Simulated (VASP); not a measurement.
Output of a VASP run:

**OSZICAR**
```
       N       E                     dE             d eps       ncg     rms          rms(c)
DAV:   1     0.402503889782E+03    0.40250E+03   -0.19049E+04   520   0.152E+03
DAV:   2     0.275006285218E+02   -0.37500E+03   -0.36764E+03   662   0.336E+02
DAV:   3    -0.153868527470E+02   -0.42887E+02   -0.42447E+02   614   0.123E+02
DAV:   4    -0.171866854651E+02   -0.17998E+01   -0.17950E+01   688   0.336E+01
DAV:   5    -0.172387927860E+02   -0.52107E-01   -0.52029E-01   662   0.440E+00    0.465E+00
DAV:   6    -0.167905936852E+02    0.44820E+00   -0.86129E-01   738   0.983E+00    0.271E+00
DAV:   7    -0.167518287737E+02    0.38765E-01   -0.46314E-01   774   0.424E+00    0.893E-01
DAV:   8    -0.167569011407E+02   -0.50724E-02   -0.57612E-02   694   0.213E+00    0.197E-01
DAV:   9    -0.167572075364E+02   -0.30640E-03   -0.92378E-03   710   0.793E-01    0.974E-02
DAV:  10    -0.167573732170E+02   -0.16568E-03   -0.78097E-04   688   0.196E-01    0.346E-02
DAV:  11    -0.167574486991E+02   -0.75482E-04   -0.17569E-04   680   0.103E-01    0.147E-02
DAV:  12    -0.167574512646E+02   -0.25656E-05   -0.16575E-05   792   0.355E-02    0.669E-03
DAV:  13    -0.167574510721E+02    0.19256E-06   -0.24542E-06   644   0.159E-02    0.269E-03
DAV:  14    -0.167574513377E+02   -0.26564E-06   -0.77903E-07   684   0.692E-03    0.163E-03
DAV:  15    -0.167574513043E+02    0.33418E-07   -0.81514E-08   384   0.294E-03
   1 F= -.16757451E+02 E0= -.16757451E+02  d E =-.204916E-14
```

File OUTCAR:
```
------------------------ aborting loop because EDIFF is reached ----------------------------------------
  FORCE on cell =-STRESS in cart. coord.  units (eV):
  Direction    XX          YY          ZZ          XY          YZ          ZX
  --------------------------------------------------------------------------------------
  Total        0.9726914      0.9726914      0.9726914      0.0000000      0.0000000     -0.0000000
  in kB        7.9226786      7.9226786      7.9226786      0.0000000      0.0000000     -0.0000000
  external PRESSURE =       7.9226786 kB  Pullay stress =       0.0000000 kB
  volume of cell :      196.70
      direct lattice vectors                 reciprocal lattice vectors
     5.815734000  0.000000000  0.000000000     0.171947341  0.000000000  0.000000000
     0.000000000  5.815734000  0.000000000     0.000000000  0.171947341  0.000000000
     0.000000000  0.000000000  5.815734000     0.000000000  0.000000000  0.171947341
 POSITION                                       TOTAL-FORCE (eV/Angst)
 -----------------------------------------------------------------------------------
      0.00000      0.00000      0.00000         0.000000      0.000000      0.000000
      2.90787      2.90787      2.90787         0.000000      0.000000      0.000000
      2.90787      0.00000      2.90787         0.000000      0.000000      0.000000
      0.00000      2.90787      2.90787         0.000000      0.000000      0.000000
      2.90787      2.90787      0.00000         0.000000      0.000000      0.000000
 -----------------------------------------------------------------------------------
    total drift:                                0.000000     -0.000000     -0.000000
  FREE ENERGIE OF THE ION-ELECTRON SYSTEM (eV)
  ---------------------------------------------------
  free  energy   TOTEN  =       -16.7574513043 eV

  energy  without entropy=      -16.7574513043  energy(sigma->0) =      -16.75745130
```
(Selected blocks of OUTCAR.)

File POSCAR:
```
CsPbBr3
1
    5.8157340004     0.0000000000     0.0000000000
    0.0000000000     5.8157340004     0.0000000000
    0.0000000000     0.0000000000     5.8157340004
Cs Pb Br
1 1 3
Direct
  0.0000000000   0.0000000000   0.0000000000
  0.5000000000   0.5000000000   0.5000000000
  0.5000000000   0.0000000000   0.5000000000
  0.0000000000   0.5000000000   0.5000000000
  0.5000000000   0.5000000000   0.0000000000
```

Write an INCAR and KPOINTS that could have produced this output.

Several could match; the one computed here: the input of the run itself, PBEsol GGA, plane waves, VASP's PBE PAW potentials (set 64).

**INCAR**
```
SYSTEM = CsPbBr3
PREC = Accurate
ENCUT = 520
EDIFF = 1E-7
NELM = 100
ALGO = Normal
LREAL = .FALSE.
LASPH = .TRUE.
ISMEAR = 0
SIGMA = 0.05
GGA = PS
LMAXMIX = 4
LWAVE = .FALSE.
LCHARG = .FALSE.
ISIF = 2
```

File KPOINTS:
```
Automatic mesh
0
Gamma
4 4 4
0 0 0
```

POTCAR, in this order: Cs_sv Pb_d Br (PBE.64 set). Program: vasp_std.

The compound is CsPbBr3 in the cubic perovskite structure, the ideal cubic form; the compound distorts at low or room temperature. This cell is one point of a volume scan, at 0.97 of the reference volume.
